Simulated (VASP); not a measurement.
# GW on SiC (Moissanite 3C), part 2 of 3

Wanted: how far GW moves the Kohn-Sham levels of SiC (Moissanite 3C). The cell is of the zinc-blende type, one of the forms listed for this formula. The start is a cell from a database of measured crystal structures.

VASP 6.6.1, plane waves and PAW; the level of theory is named at each step.

So far. Step 2 (Ground state, k-mesh 4×4×4): The cell has a gap of 1.30 eV on mesh and path and a pressure of +2.5 GPa, which holds the misfit of the given cell and coordinates with this functional, and any error of cutoff, mesh and data sets. Step 3 (Empty bands, k-mesh 4×4×4): WAVECAR now holds 48 bands for 8 electrons. Its independent-particle dielectric tensor has xx, yy, zz = 9.7, 9.7, 9.7 on this mesh, which isn't tested for convergence in mesh or bands and lacks local fields.

### 4. G0W0, k-mesh 4×4×4

This step: G0W0 on PBE; plane waves and PAW (Si_GW, C_GW) (VASP 6.6.1).

G0W0 keeps orbitals and screening fixed and shifts each of the lowest NBANDSGW levels once.

INCAR reads:

```
SYSTEM = SiC
PREC = Accurate
ENCUT = 440
ISMEAR = 0
SIGMA = 0.01
LREAL = .FALSE.
GGA = PE
NBANDS = 48
ALGO = EVGW0
NELMGW = 1
ENCUTGW = 100
NOMEGA = 48
PRECFOCK = Fast
NBANDSGW = 16
LWAVE = .FALSE.
LCHARG = .FALSE.
```

POSCAR reads:

```
SiC
1.0
    0.0000000000      2.1790000000      2.1790000000
    2.1790000000      0.0000000000      2.1790000000
    2.1790000000      2.1790000000      0.0000000000
Si C
1 1
Direct
    0.0000000000      0.0000000000      0.0000000000
    0.2500000000      0.2500000000      0.2500000000
```

KPOINTS reads:

```
Automatic mesh
0
Gamma
4 4 4
0 0 0
```

The projector-augmented-wave data sets are Si_GW and C_GW (PBE family, release 64).

The run is started by

```
mpirun -np 8 vasp_std
```

Log:

```text
[banner, memory and clock lines left out]
running    8 mpi-ranks, on    1 nodes
 distrk:  each k-point on    8 cores,    1 groups
 distr:  one band on    1 cores,    8 groups

 POSCAR found type information on POSCAR SiC
 POSCAR found :  2 types and       2 ions
 [... a notice as in an earlier step ...]

|                                                                             |
|           W    W    AA    RRRRR   N    N  II  N    N   GGGG   !!!           |
|           W    W   A  A   R    R  NN   N  II  NN   N  G    G  !!!           |
|           W    W  A    A  R    R  N N  N  II  N N  N  G       !!!           |
|           W WW W  AAAAAA  RRRRR   N  N N  II  N  N N  G  GGG   !            |
|           WW  WW  A    A  R   R   N   NN  II  N   NN  G    G                |
|           W    W  A    A  R    R  N    N  II  N    N   GGGG   !!!           |
|                                                                             |
|     The default for ENCUTGWSOFT is different in this version of VASP.       |
|     please manually set ENCUTGWSOFT =100 in the INCAR file.                 |
|                                                                             |

 LDA part: xc-table for (Slater+PW92), standard interpolation
 found WAVECAR, reading the header
 POSCAR, INCAR and KPOINTS ok, starting setup
 FFT: planning ... GRIDC
 FFT: planning ... GRID_SOFT
 FFT: planning ... GRID
 reading WAVECAR
 the WAVECAR file was read successfully
 initial charge from wavefunction
 available memory per node:     96.69 GB, setting MAXMEM to     99007

 The Fermi energy was updated, please check that it is located mid-gap
 values below the HOMO (VB) or above the LUMO (CB) will cause erroneous energies
 E-fermi :   8.4853

 calculate exact exchange contribution
 the WAVEDER file was read successfully
energies w=
    0.000    0.000    0.543    0.000    1.083    0.000    1.619    0.000
    2.149    0.000    2.672    0.000    3.185    0.000    3.689    0.000
    4.184    0.000    4.669    0.000    5.146    0.000    5.615    0.000
    6.077    0.000    6.534    0.000    6.987    0.000    7.438    0.000
    7.888    0.000    8.340    0.000    8.795    0.000    9.256    0.000
    9.725    0.000   10.204    0.000   10.698    0.000   11.208    0.000
   11.739    0.000   12.295    0.000   12.882    0.000   13.504    0.000
   14.170    0.000   14.887    0.000   15.666    0.000   16.519    0.000
   17.463    0.000   18.518    0.000   19.710    0.000   21.073    0.000
   22.652    0.000   24.511    0.000   26.736    0.000   29.454    0.000
   32.855    0.000   37.237    0.000   43.094    0.000   51.317    0.000
   63.675    0.000   84.270    0.000  125.275    0.000  245.952    0.000
 responsefunction array rank=      64
 LDA part: xc-table for (Slater+PW92), standard interpolation

 min. memory requirement per mpi rank     51.6 MB, per node    412.6 MB

 allocating   6 responsefunctions rank=    64
 shmem allocating  48 responsefunctions rank=    64
 response function shared by NCSHMEM nodes    1
 Doing            6  frequencies on each core in blocks of           48
NQ=   1    0.0000    0.0000    0.0000,
|.........|.........|.........|.........|.........|.........|.........|.........
 performed         34000 updates of chi_q(r,r)
 total number of BLAS operations          0.97 Gflops
NQ=   2    0.2500    0.0000    0.0000,
|.........|.........|.........|.........|.........|.........|.........|.........
 performed        111000 updates of chi_q(r,r)
 total number of BLAS operations          2.29 Gflops
NQ=   3    0.5000    0.0000    0.0000,
|.........|.........|.........|.........|.........|.........|.........|.........
 performed        176000 updates of chi_q(r,r)
 total number of BLAS operations          3.13 Gflops
NQ=   4    0.2500    0.2500    0.0000,
|.........|.........|.........|.........|.........|.........|.........|.........
 performed        253000 updates of chi_q(r,r)
 total number of BLAS operations          4.81 Gflops
NQ=   5    0.5000    0.2500    0.0000,
|.........|.........|.........|.........|.........|.........|.........|.........
 performed        364000 updates of chi_q(r,r)
 total number of BLAS operations          6.70 Gflops
NQ=   6   -0.2500    0.2500    0.0000,
|.........|.........|.........|.........|.........|.........|.........|.........
 performed        463000 updates of chi_q(r,r)
 total number of BLAS operations          8.61 Gflops
NQ=   7    0.5000    0.5000    0.0000,
|.........|.........|.........|.........|.........|.........|.........|.........
 performed        519000 updates of chi_q(r,r)
 total number of BLAS operations          9.33 Gflops
NQ=   8   -0.2500    0.5000    0.2500,
|.........|.........|.........|.........|.........|.........|.........|.........
 performed        593000 updates of chi_q(r,r)
 total number of BLAS operations         10.49 Gflops
 resolving degeneracies of screened two electron integrals

 calculate QP shifts <psi_nk| G(iteration)W_0 |psi_nk>: iteration 1
 entering main loop
```

Wall time 7.4 s (8 MPI ranks of AMD EPYC 7R43, shared host); peak memory 0.71 GiB; 54 s of CPU time.

OUTCAR, selected parts (step 4):

```text
The static configuration has the point symmetry T_d .

 Found      8 irreducible k-points:

   k-points           NKPTS =      8   k-points in BZ     NKDIM =     64   number of bands    NBANDS=     48

   NELECT =       8.0000    total number of electrons

 E-fermi :   8.4853

 QP shifts <psi_nk| G(iteration)W_0 |psi_nk>: iteration 1
 for sc-GW calculations column KS-energies equals QP-energies in previous step
 and V_xc(KS)=  KS-energies - (<T + V_ion + V_H > + <T+V_H+V_ion>^1  + <V_x>^1)
 k-point   1 :       0.0000    0.0000    0.0000
  band No.  KS-energies  QP-energies   sigma(KS)   V_xc(KS)     V^pw_x(r,r')   Z            occupation Imag(sigma)
      1      -7.6052      -8.5700     -14.0352     -12.7265     -21.6694       0.7372       2.0000       1.4289
      2       7.8330       7.5145     -15.2136     -14.8099     -17.6306       0.7889       2.0000       0.0901
      3       7.8330       7.5145     -15.2136     -14.8099     -17.6306       0.7889       2.0000       0.0901
      4       7.8330       7.5145     -15.2136     -14.8099     -17.6306       0.7889       2.0000       0.0901
      5      14.0455      14.7788     -12.2302     -13.1703      -7.2241       0.7800       0.0000      -0.1251
      6      15.0840      15.7843     -10.6455     -11.5318      -5.6658       0.7902       0.0000      -0.1172
      7      15.0840      15.7843     -10.6455     -11.5318      -5.6658       0.7902       0.0000      -0.1172
      8      15.0840      15.7843     -10.6455     -11.5318      -5.6658       0.7902       0.0000      -0.1172
    ...

 k-point   2 :       0.2500    0.0000    0.0000
  band No.  KS-energies  QP-energies   sigma(KS)   V_xc(KS)     V^pw_x(r,r')   Z            occupation Imag(sigma)
      1      -6.4081      -7.2988     -14.1247     -12.9135     -21.4586       0.7354       2.0000       1.2402
      2       3.5166       2.8676     -14.2148     -13.3641     -17.6448       0.7629       2.0000       0.1559
      3       7.2205       6.8396     -15.0178     -14.5340     -17.5387       0.7872       2.0000       0.0927
      4       7.2205       6.8396     -15.0178     -14.5340     -17.5387       0.7872       2.0000       0.0927
      5      13.7808      14.4498     -11.2654     -12.1100      -6.4492       0.7920       0.0000      -0.1069
      6      15.6876      16.4015     -10.6262     -11.5303      -5.4737       0.7896       0.0000      -0.1327
      7      15.6876      16.4015     -10.6262     -11.5303      -5.4737       0.7896       0.0000      -0.1327
      8      17.1678      18.0459     -12.0392     -13.1811      -6.4113       0.7690       0.0000      -0.1987
    ...

 k-point   3 :       0.5000    0.0000    0.0000
  band No.  KS-energies  QP-energies   sigma(KS)   V_xc(KS)     V^pw_x(r,r')   Z            occupation Imag(sigma)
      1      -4.0289      -4.8036     -14.8438     -13.7847     -21.6759       0.7315       2.0000       0.9052
      2      -0.7434      -1.5898     -13.1775     -12.0363     -17.8731       0.7417       2.0000       0.3852
      3       6.7714       6.3443     -14.9711     -14.4254     -17.6270       0.7829       2.0000       0.0986
      4       6.7714       6.3443     -14.9711     -14.4254     -17.6270       0.7829       2.0000       0.0986
      5      13.2254      13.8958     -11.3599     -12.2013      -6.6775       0.7968       0.0000      -0.0990
      6      15.0043      15.6401     -10.2735     -11.0722      -5.2818       0.7960       0.0000      -0.1211
      7      15.0043      15.6401     -10.2735     -11.0722      -5.2818       0.7960       0.0000      -0.1211
      8      17.8614      18.5095     -10.9312     -11.7845      -4.8984       0.7594       0.0000      -0.2516
    ...

[... 7 parts as in an earlier step ...]

[... 5 further parts left out ...]
```

Numbers from this step:

| Quantity | Value |
| --- | --- |
| quasiparticle gap on the mesh | 1.937 eV |
| smallest direct quasiparticle gap on the mesh | 5.457 eV |
| gap of the starting orbitals on the mesh | 1.305 eV |

GW takes the gap from 1.305 to 1.937 eV. The value holds for 48 bands, ENCUTGW = 100 eV and this mesh, and isn't shown to be converged in them.

### 5. Ground state, k-mesh 6×6×6

This step: PBE; plane waves and PAW (Si_GW, C_GW) (VASP 6.6.1).

The orbitals come from a self-consistent PBE run. A small SIGMA keeps every occupation at zero or full.

INCAR reads:

```
SYSTEM = SiC
PREC = Accurate
ENCUT = 440
EDIFF = 1E-08
NELM = 100
ISMEAR = 0
SIGMA = 0.01
LREAL = .FALSE.
ALGO = Normal
GGA = PE
NBANDS = 10
LORBIT = 11
LWAVE = .TRUE.
LCHARG = .FALSE.
KPAR = 8
```

POSCAR is that of step 4.

KPOINTS reads:

```
Automatic mesh
0
Gamma
6 6 6
0 0 0
```

The run is started by

```
mpirun -np 8 vasp_std
```

Log:

```text
[banner, memory and clock lines left out]
running    8 mpi-ranks, on    1 nodes
[...]
[... a notice as in an earlier step ...]

 LDA part: xc-table for (Slater+PW92), standard interpolation
 POSCAR, INCAR and KPOINTS ok, starting setup
[...]
entering main loop
       N       E                     dE             d eps       ncg     rms          rms(c)
DAV:   1     0.548964480482E+01    0.54896E+01   -0.44365E+03   350   0.756E+02
DAV:   2    -0.162973840372E+02   -0.21787E+02   -0.20792E+02   472   0.130E+02
DAV:   3    -0.169063379237E+02   -0.60895E+00   -0.60741E+00   418   0.185E+01
DAV:   4    -0.169137906585E+02   -0.74527E-02   -0.74492E-02   420   0.235E+00
[...]
DAV:  12    -0.150332412340E+02   -0.46253E-06   -0.11384E-06   378   0.103E-02    0.560E-04
DAV:  13    -0.150332412524E+02   -0.18347E-07   -0.33744E-08   410   0.168E-03    0.217E-04
DAV:  14    -0.150332412474E+02    0.49338E-08   -0.50728E-09   226   0.571E-04
   1 F= -.15033241E+02 E0= -.15033241E+02  d E =-.631939E-85
 writing wavefunctions
```

Wall time 2.6 s (8 MPI ranks); peak memory 0.88 GiB.

OUTCAR, selected parts (step 5):

```text
  Total        0.2818600      0.2818600      0.2818600      0.0000000      0.0000000      0.0000000
  in kB       21.8244015     21.8244015     21.8244015      0.0000000      0.0000000      0.0000000
  external PRESSURE =      21.8244015 kB  Pullay stress =       0.0000000 kB

  FREE ENERGIE OF THE ION-ELECTRON SYSTEM (eV)
  ---------------------------------------------------
  free  energy   TOTEN  =       -15.0332412474 eV

  energy  without entropy=      -15.0332412474  energy(sigma->0) =      -15.03324125

[... 2 parts as in an earlier step ...]

[... 2 further parts left out ...]
[key lines of the parts left out:]
E-fermi :   7.9187
```

The cell has a gap of 1.35 eV on this mesh and a pressure of +2.2 GPa, which holds the misfit of the given cell and coordinates with this functional, and any error of cutoff, mesh and data sets.

### 6. Empty bands, k-mesh 6×6×6

The empty bands are made again, for the run that follows.

INCAR reads:

```
SYSTEM = SiC
PREC = Accurate
ENCUT = 440
ISMEAR = 0
SIGMA = 0.01
LREAL = .FALSE.
GGA = PE
NBANDS = 48
ALGO = Exact
NELM = 1
LWAVE = .TRUE.
LCHARG = .FALSE.
LOPTICS = .TRUE.
NEDOS = 1000
CSHIFT = 0.1
```

POSCAR is that of step 5.

KPOINTS is that of step 5.

The run is started by

```
mpirun -np 8 vasp_std
```

Log:

```text
[... set-up lines as in an earlier step ...]
 entering main loop
       N       E                     dE             d eps       ncg     rms          rms(c)
DIA:   1    -0.150332412511E+02   -0.15033E+02    0.00000E+00     0   0.000E+00
   1 F= -.15033241E+02 E0= -.15033241E+02  d E =-.243929E-21
 writing wavefunctions
 optical routines
 imaginary and real dielectric function
 recalculating local potential from charge density
 direction            1
 direction            2
 direction            3
```

Elapsed: 3 s, on 8 MPI ranks; peak memory 0.72 GiB.

Parts of OUTCAR (step 6):

```text
  Total        0.2818219      0.2818219      0.2818219     -0.0000000     -0.0000000      0.0000000
  in kB       21.8214525     21.8214525     21.8214525     -0.0000000     -0.0000000      0.0000000
  external PRESSURE =      21.8214525 kB  Pullay stress =       0.0000000 kB

 POSITION                                       TOTAL-FORCE (eV/Angst)
 -----------------------------------------------------------------------------------
      0.00000      0.00000      0.00000        -0.000000     -0.000000      0.000000
      1.08950      1.08950      1.08950         0.000000      0.000000     -0.000000
 -----------------------------------------------------------------------------------
    total drift:                               -0.000000     -0.000000      0.000000

  FREE ENERGIE OF THE ION-ELECTRON SYSTEM (eV)
  ---------------------------------------------------
  free  energy   TOTEN  =       -15.0332412511 eV

  energy  without entropy=      -15.0332412511  energy(sigma->0) =      -15.03324125

[... 1 part as in an earlier step ...]

[... 2 further parts left out ...]
[key lines of the parts left out:]
E-fermi :   7.8456
```

### 7. G0W0, k-mesh 6×6×6

This step: G0W0 on PBE; plane waves and PAW (Si_GW, C_GW) (VASP 6.6.1).

The mesh goes to 6×6×6.

INCAR reads:

```
SYSTEM = SiC
PREC = Accurate
ENCUT = 440
ISMEAR = 0
SIGMA = 0.01
LREAL = .FALSE.
GGA = PE
NBANDS = 48
ALGO = EVGW0
NELMGW = 1
ENCUTGW = 100
NOMEGA = 48
PRECFOCK = Fast
NBANDSGW = 16
LWAVE = .FALSE.
LCHARG = .FALSE.
```

POSCAR is that of step 6.

KPOINTS is that of step 6.

The run is started by

```
mpirun -np 8 vasp_std
```

Log:

```text
[banner, memory and clock lines left out]
running    8 mpi-ranks, on    1 nodes
[...]
[... a notice as in an earlier step ...]

 [... a notice as in an earlier step ...]

 LDA part: xc-table for (Slater+PW92), standard interpolation
 found WAVECAR, reading the header
 POSCAR, INCAR and KPOINTS ok, starting setup
[...]
reading WAVECAR
 the WAVECAR file was read successfully
 initial charge from wavefunction
 available memory per node:     96.75 GB, setting MAXMEM to     99075

 The Fermi energy was updated, please check that it is located mid-gap
 values below the HOMO (VB) or above the LUMO (CB) will cause erroneous energies
 E-fermi :   8.4549

 calculate exact exchange contribution
 the WAVEDER file was read successfully
energies w=
    0.000    0.000    0.562    0.000    1.122    0.000    1.678    0.000
    2.227    0.000    2.768    0.000    3.300    0.000    3.822    0.000
    4.335    0.000    4.838    0.000    5.332    0.000    5.818    0.000
[...]
total number of BLAS operations         49.41 Gflops
NQ=  12   -0.3333    0.3333    0.0000,
|.........|.........|.........|.........|.........|.........|.........|.........
 performed       3012000 updates of chi_q(r,r)
 total number of BLAS operations         54.29 Gflops
NQ=  13    0.5000    0.5000    0.0000,
|.........|.........|.........|.........|.........|.........|.........|.........
 performed       3158000 updates of chi_q(r,r)
 total number of BLAS operations         56.17 Gflops
NQ=  14    0.5000    0.3333    0.1667,
|.........|.........|.........|.........|.........|.........|.........|.........
 performed       3541000 updates of chi_q(r,r)
 total number of BLAS operations         63.23 Gflops
NQ=  15   -0.3333    0.3333    0.1667,
|.........|.........|.........|.........|.........|.........|.........|.........
 performed       3899000 updates of chi_q(r,r)
 total number of BLAS operations         69.30 Gflops
NQ=  16   -0.3333    0.5000    0.1667,
|.........|.........|.........|.........|.........|.........|.........|.........
 performed       4188000 updates of chi_q(r,r)
 total number of BLAS operations         74.20 Gflops
 resolving degeneracies of screened two electron integrals

 calculate QP shifts <psi_nk| G(iteration)W_0 |psi_nk>: iteration 1
 entering main loop
```

The job ended after 43 s (8 MPI ranks; peak memory 0.98 GiB; 5.4 min of CPU time).

Parts of OUTCAR (step 7):

```text
 QP shifts <psi_nk| G(iteration)W_0 |psi_nk>: iteration 1
 for sc-GW calculations column KS-energies equals QP-energies in previous step
 and V_xc(KS)=  KS-energies - (<T + V_ion + V_H > + <T+V_H+V_ion>^1  + <V_x>^1)
 k-point   1 :       0.0000    0.0000    0.0000
  band No.  KS-energies  QP-energies   sigma(KS)   V_xc(KS)     V^pw_x(r,r')   Z            occupation Imag(sigma)
      1      -7.6332      -8.5534     -14.0116     -12.7369     -21.6946       0.7219       2.0000       1.4174
      2       7.7821       7.4620     -15.2130     -14.8072     -17.4280       0.7889       2.0000       0.0797
      3       7.7821       7.4620     -15.2130     -14.8072     -17.4280       0.7889       2.0000       0.0797
      4       7.7821       7.4620     -15.2130     -14.8072     -17.4280       0.7889       2.0000       0.0797
      5      14.0031      14.7536     -12.2193     -13.1805      -7.3947       0.7808       0.0000      -0.1104
      6      15.0768      15.8106     -10.6148     -11.5406      -5.7574       0.7926       0.0000      -0.1112
      7      15.0768      15.8106     -10.6148     -11.5406      -5.7574       0.7926       0.0000      -0.1112
      8      15.0768      15.8106     -10.6148     -11.5406      -5.7574       0.7926       0.0000      -0.1112
    ...

[... 1 part as in an earlier step ...]

[... 2 further parts left out ...]
[key lines of the parts left out:]
E-fermi :   8.4549
```

The gap is now 2.006 eV, +69 meV against the GW run before.

### 8. Ground state, k-mesh 8×8×8

This step: PBE; plane waves and PAW (Si_GW, C_GW) (VASP 6.6.1).

The comparison at this point.

INCAR reads:

```
SYSTEM = SiC
PREC = Accurate
ENCUT = 440
EDIFF = 1E-08
NELM = 100
ISMEAR = 0
SIGMA = 0.01
LREAL = .FALSE.
ALGO = Normal
GGA = PE
NBANDS = 10
LORBIT = 11
LWAVE = .TRUE.
LCHARG = .FALSE.
KPAR = 8
```

POSCAR is that of step 7.

KPOINTS reads:

```
Automatic mesh
0
Gamma
8 8 8
0 0 0
```

The run is started by

```
mpirun -np 8 vasp_std
```

Log:

```text
[... set-up lines as in an earlier step ...]
 entering main loop
       N       E                     dE             d eps       ncg     rms          rms(c)
DAV:   1     0.270971523608E+01    0.27097E+01   -0.45130E+03   696   0.746E+02
DAV:   2    -0.164809780276E+02   -0.19191E+02   -0.18135E+02   848   0.130E+02
DAV:   3    -0.169095171177E+02   -0.42854E+00   -0.42786E+00   732   0.153E+01
DAV:   4    -0.169163209416E+02   -0.68038E-02   -0.68015E-02   740   0.235E+00
[...]
DAV:  12    -0.150426786160E+02   -0.43312E-06   -0.10253E-06   704   0.996E-03    0.583E-04
DAV:  13    -0.150426786340E+02   -0.18087E-07   -0.32767E-08   736   0.164E-03    0.212E-04
DAV:  14    -0.150426786321E+02    0.19363E-08   -0.49744E-09   420   0.562E-04
   1 F= -.15042679E+02 E0= -.15042679E+02  d E =-.218939E-12
 writing wavefunctions
```

It took 3.4 s on 8 MPI ranks; peak memory 0.96 GiB; 20 s of CPU time.

From OUTCAR (step 8):

```text
  Total        0.2765974      0.2765974      0.2765974     -0.0000000      0.0000000      0.0000000
  in kB       21.4169173     21.4169173     21.4169173     -0.0000000      0.0000000      0.0000000
  external PRESSURE =      21.4169173 kB  Pullay stress =       0.0000000 kB

  FREE ENERGIE OF THE ION-ELECTRON SYSTEM (eV)
  ---------------------------------------------------
  free  energy   TOTEN  =       -15.0426786321 eV

  energy  without entropy=      -15.0426786321  energy(sigma->0) =      -15.04267863

[... 2 parts as in an earlier step ...]

[... 2 further parts left out ...]
[key lines of the parts left out:]
E-fermi :   7.8189
```

The cell has a gap of 1.35 eV on this mesh and a pressure of +2.1 GPa, which holds the misfit of the given cell and coordinates with this functional, and any error of cutoff, mesh and data sets.

[end of part 2 of 3]

[Lines on the potential files, build, host, timing and source positions are cut from VASP's logs without a mark.]

[Logs are printed without paths, hosts, clocks, repeated set-up lines and the standing remarks that a program may print on its own settings, such as how far it seeks lower states.]

[Hosts, paths, dates, database ids (printed as entryN), source tags and the programs' standing remarks are cut or masked in the printed files.]

[Pressures printed for these runs are not shown converged in the cutoff: they can be off by several GPa and have the wrong sign.]
